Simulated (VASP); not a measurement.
Set up this calculation in VASP 6.6.1, as the native input.

| Item | Value |
| --- | --- |
| Task | single point |
| Functional | PBE |
| Potentials or basis | VASP PAW PBE potentials, release 64 (Nb_sv, Si) |
| Cutoff | 520 eV |
| k mesh | 6 × 6 × 4 |
| Occupations | gaussian, width 0.1 eV |
| Spin | no spin polarisation |
| Dipole correction | no |
| Further INCAR settings | ALGO = Fast; EDIFF = 1e-07; NBANDS = 42 |

The structure of NbSi2 lies in POSCAR:

```
NbSi2
1.0
    4.8190020000      0.0000000000      0.0000000000
   -2.4095010000      4.1733780000      0.0000000000
    0.0000000000      0.0000000000      6.5920000000
Nb Si
3 6
Direct
    0.5000000000      0.0000000000      0.5000000000
    0.5000000000      0.5000000000      0.8333330000
    0.0000000000      0.5000000000      0.1666670000
    0.1599000000      0.3198000000      0.5000000000
    0.8401000000      0.1599000000      0.8333330000
    0.6802000000      0.8401000000      0.1666670000
    0.8401000000      0.6802000000      0.5000000000
    0.1599000000      0.8401000000      0.8333330000
    0.3198000000      0.1599000000      0.1666670000
```

One way to write it, as run:

INCAR

```
SYSTEM = NbSi2
ALGO = Fast
EDIFF = 1E-7
ENCUT = 520
GGA = PE
ISIF = 2
ISMEAR = 0
LASPH = .TRUE.
LCHARG = .FALSE.
LREAL = .FALSE.
LWAVE = .FALSE.
NBANDS = 42
NELM = 100
PREC = Accurate
SIGMA = 0.1
```

KPOINTS

```
k-points
0
G
  6 6 4
  0 0 0
```

Potentials or basis: VASP PAW PBE potentials, release 64 (Nb_sv, Si).

Command:

```sh
$ cat potpaw_PBE.64/Nb_sv/POTCAR potpaw_PBE.64/Si/POTCAR > POTCAR
$ mpirun -np 1 vasp_std > vasp.out
```

Results of the run:

```
Pressure               : 0.0 GPa
Largest force          : 0.048 eV/Å
Band gap on the k mesh : none (metal or under the smearing width)
```

Run time: 4.3 min on 1 thread of AMD EPYC 7R43 64-Core Processor (Zen 3), on a shared host, peak memory 0.25 GiB.
